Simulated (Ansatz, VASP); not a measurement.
# Sr2Al2Si3O11 (aluminosilicate glass) in two plane-wave programs, part 2 of 2

Aim: how closely do two programs agree when they are given the same cell, functional and k mesh? Of the first pair: The structure shown is the start of the Ansatz relaxation below; VASP solves that cell, so the two are compared at the walk's first step.

VASP 6.6.1 and Ansatz 0.2.0.

So far. Step 3 (VASP: single point, PBE, start cell, pair 1): The run ends at a pressure of 7.22 GPa, with forces up to 2.9 eV/Å.

### 5. Ansatz: relaxation, PBE

Level of this step: Ansatz beside VASP: Kohn-Sham DFT, plane waves, PBE (Ansatz).

This run makes the geometry at which the two programs are then compared. The cell compared in this pair holds 526.93 Å³, against 500.89 Å³ for the pair before.

The structure compared here is the end of the Ansatz relaxation.

Input file input.yaml:

```yaml
crystal:
  lattice:
    - [7.9416888899, 0.0, 0.0]
    - [0.0, 7.9416888899, 0.0]
    - [0.0, 0.0, 7.9416888899]
  atoms:
    - { symbol: Si, position: [0.404873, 0.852873, 0.48743] }
    - { symbol: Si, position: [0.709688, 0.792227, 0.690071] }
    - { symbol: Si, position: [0.371621, 0.235806, 0.632205] }
    - { symbol: Si, position: [0.53162, 0.995034, 0.152844] }
    - { symbol: Si, position: [0.896744, 0.10679, 0.075247] }
    - { symbol: Si, position: [0.49434, 0.370039, 0.284529] }
    - { symbol: Al, position: [0.876408, 0.337876, 0.384052] }
    - { symbol: Al, position: [0.736363, 0.209105, 0.762508] }
    - { symbol: Al, position: [0.193177, 0.848537, 0.967623] }
    - { symbol: Al, position: [0.194521, 0.59217, 0.263995] }
    - { symbol: Sr, position: [0.811414, 0.689395, 0.193114] }
    - { symbol: Sr, position: [0.42158, 0.559949, 0.87599] }
    - { symbol: Sr, position: [0.004649, 0.52543, 0.734322] }
    - { symbol: Sr, position: [0.029633, 0.995811, 0.555371] }
    - { symbol: O, position: [0.258606, 0.753114, 0.398872] }
    - { symbol: O, position: [0.216376, 0.30593, 0.72346] }
    - { symbol: O, position: [0.737082, 0.674024, 0.848024] }
    - { symbol: O, position: [0.117701, 0.669867, 0.076631] }
    - { symbol: O, position: [0.388368, 0.505328, 0.187216] }
    - { symbol: O, position: [0.478523, 0.185548, 0.199214] }
    - { symbol: O, position: [0.347671, 0.043417, 0.554494] }
    - { symbol: O, position: [0.043745, 0.46541, 0.348616] }
    - { symbol: O, position: [0.416977, 0.353307, 0.469966] }
    - { symbol: O, position: [0.833698, 0.296373, 0.589598] }
    - { symbol: O, position: [0.719711, 0.996887, 0.084026] }
    - { symbol: O, position: [0.540494, 0.896562, 0.333148] }
    - { symbol: O, position: [0.515232, 0.764605, 0.628019] }
    - { symbol: O, position: [0.047183, 0.999042, 0.011585] }
    - { symbol: O, position: [0.825909, 0.741932, 0.53443] }
    - { symbol: O, position: [0.852417, 0.250059, 0.943341] }
    - { symbol: O, position: [0.528726, 0.256684, 0.755299] }
    - { symbol: O, position: [0.186025, 0.785378, 0.765987] }
    - { symbol: O, position: [0.742918, 0.989834, 0.723924] }
    - { symbol: O, position: [0.920103, 0.151358, 0.273979] }
    - { symbol: O, position: [0.401069, 0.899177, 0.036402] }
    - { symbol: O, position: [0.689542, 0.414535, 0.287256] }
  symmetry: { detect: false }
kpoints:
  mp_grid: { grid: [1, 1, 1] }
scf:
  occupations: { method: fermi_dirac, width: 0.05 }
hamiltonian:
  xc: pbe
output:
  forces: true
  stress: true
relax:
  f_tol: 0.04
  max_steps: 100
  escape_saddle: false
  cell: { stress_tol: 0.6, fix: [shape] }
```

Command:

```sh
$ ansatz run input.yaml --threads 4 --pin off --max-ram 8192MiB --backend cpu --events-out ev --progress --plain --runs-dir out
```

Numbers of over 12 decimals in the logs are rounded to 6 here.

What it wrote:

```text
[...]
Crystal: 36 atoms, lattice volume = 500.886 Å³
Basis set: ecut = 420 eV, 9795 PW (Γ), exchange–correlation on 108×108×108 points (8 copies of the dense FFT grid, shifted against one another)
Bands: 140, of which v1, the nominal top of the filled ones, is band 104 counted from 1 (103 counted from 0)
Symmetry: 1 space group operations
k-points: 1
[...]
- { symbol: O, position: [0.481865, 0.195137, 0.167775] }
    - { symbol: O, position: [0.359697, 0.035894, 0.565695] }
    - { symbol: O, position: [0.031172, 0.484075, 0.371927] }
[...]
- { symbol: O, position: [0.735392, 0.984315, 0.729985] }
    - { symbol: O, position: [0.935361, 0.166369, 0.234035] }
    - { symbol: O, position: [0.389870, 0.903308, 0.036181] }
    - { symbol: O, position: [0.688922, 0.427877, 0.285203] }
[key lines of the parts left out:]
SCF converged after 5 iterations
Free energy (F): -32675.477789 eV
Fermi energy:    6.132833 eV
P = ⅓ Tr σ = 0.3739 GPa (3.739 kbar)
```

### 6. VASP: single point, PBE, relaxed cell, pair 2

The same cell, functional, mesh and smearing now go to VASP, with its own data sets.

Input file INCAR:

```
SYSTEM = Sr2Al2Si3O11
PREC = Accurate
ENCUT = 600
EDIFF = 1E-06
NELM = 120
ISMEAR = -1
SIGMA = 0.05
LREAL = Auto
ALGO = Normal
GGA = PE
NBANDS = 132
LORBIT = 11
LWAVE = .FALSE.
LCHARG = .FALSE.
ISIF = 2
LASPH = .TRUE.
GGA_COMPAT = .FALSE.
EFERMI = MIDGAP
```

Input file POSCAR:

```
Sr2Al2Si3O11
1.0
    8.0770239152      0.0000000000      0.0000000000
    0.0000000000      8.0770239152      0.0000000000
    0.0000000000      0.0000000000      8.0770239152
Si Al Sr O
6 4 4 22
Direct
    0.4208342388      0.8593923669      0.4829745593
    0.7216354877      0.7878511829      0.6908194550
    0.3707114387      0.2356123822      0.6212149991
    0.5264251820      0.0001684721      0.1437358989
    0.8844235139      0.1096031122      0.0484483410
    0.4953824300      0.3681812196      0.2729963286
    0.8783001101      0.3295130020      0.3648517439
    0.7251633621      0.1990554547      0.7374676987
    0.1787615225      0.8445668807      0.9900930000
    0.1962091971      0.5992664524      0.2876999842
    0.8149382387      0.7128362803      0.2497657618
    0.4419213845      0.5666002002      0.8669669888
    0.9990058476      0.5139056903      0.7131459765
    0.0555403926      0.9850256580      0.6409552125
    0.2611060150      0.7540511642      0.4319449427
    0.1989879253      0.2859967874      0.7019646204
    0.7317131162      0.6584332012      0.8435078982
    0.0914419942      0.7169888385      0.1404565552
    0.3777628513      0.5090698529      0.1849615228
    0.4818654642      0.1951369527      0.1677754568
    0.3596969539      0.0358937838      0.5656949932
    0.0311717498      0.4840750869      0.3719270750
    0.4117502286      0.3418469445      0.4536217746
    0.8421772087      0.2678015644      0.5691431761
    0.7196794606      0.9810979562      0.0795557405
    0.5446465433      0.9036500459      0.3261313469
    0.5320012551      0.7517961933      0.6126636285
    0.0345049184      0.0073376773      0.9600614117
    0.8638600696      0.7536217425      0.5514887537
    0.8281302337      0.2576831057      0.9226908376
    0.5226804503      0.2757472194      0.7484792201
    0.1927331159      0.7357377479      0.8041781884
    0.7353918910      0.9843148442      0.7299848942
    0.9353610987      0.1663693014      0.2340353426
    0.3898703073      0.9033075946      0.0361812452
    0.6889218024      0.4278770405      0.2852034277
```

Input file KPOINTS:

```
Automatic mesh
0
Gamma
1 1 1
0 0 0
```

PAW data sets: Si, Al, Sr_sv and O (PBE family, release 64).

Command:

```sh
$ mpirun -np 4 vasp_gam
```

What it wrote:

```text
[... set-up lines as in an earlier step ...]
 entering main loop
       N       E                     dE             d eps       ncg     rms          rms(c)
DAV:   1     0.204834801240E+04    0.20483E+04   -0.13098E+05   264   0.173E+03
DAV:   2    -0.126836620091E+03   -0.21752E+04   -0.21098E+04   332   0.396E+02
DAV:   3    -0.302973617885E+03   -0.17614E+03   -0.17504E+03   328   0.116E+02
DAV:   4    -0.308063185379E+03   -0.50896E+01   -0.50716E+01   344   0.194E+01
[...]
DAV:  16    -0.268252452651E+03   -0.86148E-06   -0.53368E-05   312   0.328E-02    0.867E-03
DAV:  17    -0.268252453690E+03   -0.10391E-05   -0.17277E-05   328   0.132E-02    0.772E-03
DAV:  18    -0.268252453657E+03    0.33146E-07   -0.12958E-06   200   0.380E-03
   1 F= -.26825245E+03 E0= -.26825245E+03  d E =-.360607E-16
```

From OUTCAR (step 6):

```text
  Total        1.3374023     -1.7805191      4.3068042     -1.2287401     -1.9120241      1.9796517
  in kB        4.0664789     -5.4138114     13.0951840     -3.7360829     -5.8136627      6.0192899
  external PRESSURE =       3.9159505 kB  Pullay stress =       0.0000000 kB

 POSITION                                       TOTAL-FORCE (eV/Angst)
 -----------------------------------------------------------------------------------
      3.39909      6.94133      3.90100         0.001937      0.013221      0.024455
      5.82867      6.36349      5.57977        -0.041089      0.010523     -0.003897
      2.99425      1.90305      5.01757         0.017430     -0.025222     -0.021834
      4.25195      0.00136      1.16096         0.014372      0.000965     -0.002244
      7.14351      0.88527      0.39132        -0.001038     -0.036571     -0.005980
      4.00122      2.97381      2.20500        -0.003333      0.002928     -0.010143
      7.09405      2.66148      2.94692        -0.000427     -0.002939      0.003756
      5.85716      1.60778      5.95654         0.001642      0.006749      0.008550
      1.44386      6.82159      7.99700         0.009128      0.021064      0.002230
      1.58479      4.84029      2.32376         0.011809     -0.003998      0.019724
      6.58228      5.75760      2.01736        -0.027870      0.022193     -0.018763
      3.56941      4.57644      7.00251        -0.016055     -0.029692      0.023871
      8.06899      4.15083      5.76010        -0.010464     -0.004587      0.013170
      0.44860      7.95608      5.17701         0.012596      0.018113     -0.019355
[...]
-----------------------------------------------------------------------------------
    total drift:                               -0.002502     -0.000063      0.012287

  FREE ENERGIE OF THE ION-ELECTRON SYSTEM (eV)
  ---------------------------------------------------
  free  energy   TOTEN  =      -268.2524536572 eV

  energy  without entropy=     -268.2524536572  energy(sigma->0) =     -268.25245366

[... 1 part as in an earlier step ...]

[... 2 further parts left out ...]
[key lines of the parts left out:]
E-fermi :   3.6324
```

The run ends at a pressure of 0.39 GPa, with forces up to 0.083 eV/Å.

### 7. Differences

What differs besides the data sets and the points named for the pairs above, as far as they apply: the cutoff is 420 eV in Ansatz and 600 eV in VASP (PREC = Accurate, projectors in real space); Ansatz's pressure holds a Pulay correction, VASP's none. Total energies have different zeros and are not compared.

Compared:

| quantity | Ansatz | VASP | difference |
| --- | --- | --- | --- |
| pressure (GPa) | 0.37 | 0.39 | -0.02 |
| gap on the k mesh (eV) | 3.933 | 3.923 | +0.010 |

Forces on 7 of the 36 atoms, those with the largest forces and the largest differences (eV/Å; atoms numbered as in POSCAR):

| atom | Ansatz x, y, z | VASP x, y, z |
| --- | --- | --- |
| O15 | -0.010, -0.011, -0.006 | -0.046, -0.054, -0.042 |
| O16 | 0.010, -0.003, -0.001 | -0.049, 0.008, 0.038 |
| O17 | -0.001, -0.002, -0.004 | 0.021, -0.029, 0.055 |
| O19 | -0.004, 0.012, -0.008 | -0.045, 0.045, 0.000 |
| O29 | -0.003, -0.010, -0.011 | 0.014, -0.017, -0.050 |
| O34 | 0.001, -0.002, 0.001 | -0.002, 0.020, 0.044 |
| O35 | 0.000, 0.000, -0.001 | -0.062, -0.025, -0.023 |

The forces differ by 22 meV/Å r.m.s., where the r.m.s. force is 0.005 eV/Å in Ansatz and 0.023 eV/Å in VASP: the atoms lie near their places of rest in Ansatz, so a percentage would say little (all taken over all components). A gap on the mesh is an upper bound, since the band edges may lie between its points.

### 8. Summary of results

* r.m.s. force difference (single point, PBE, start cell, pair 1): 2.7 % of the r.m.s. force
* r.m.s. force difference (single point, PBE, relaxed cell, pair 2): 22 meV/Å

The r.m.s. force difference is 22 meV/Å (single point, PBE, relaxed cell, pair 2), beyond the 12 meV/Å picked in this series as the mark of a large difference. What causes the difference of the single point, PBE, relaxed cell, pair 2 pair stays open here. How closely two codes agree says nothing of how well the functional describes the real material.

[Lines on the potential files, build, host, timing and source positions are cut from VASP's logs without a mark.]

[Logs are printed without paths, hosts, clocks, repeated set-up lines and the standing remarks that a program may print on its own settings, such as how far it seeks lower states.]

[Hosts, paths, dates, database ids (printed as entryN), source tags and the programs' standing remarks are cut or masked in the printed files.]
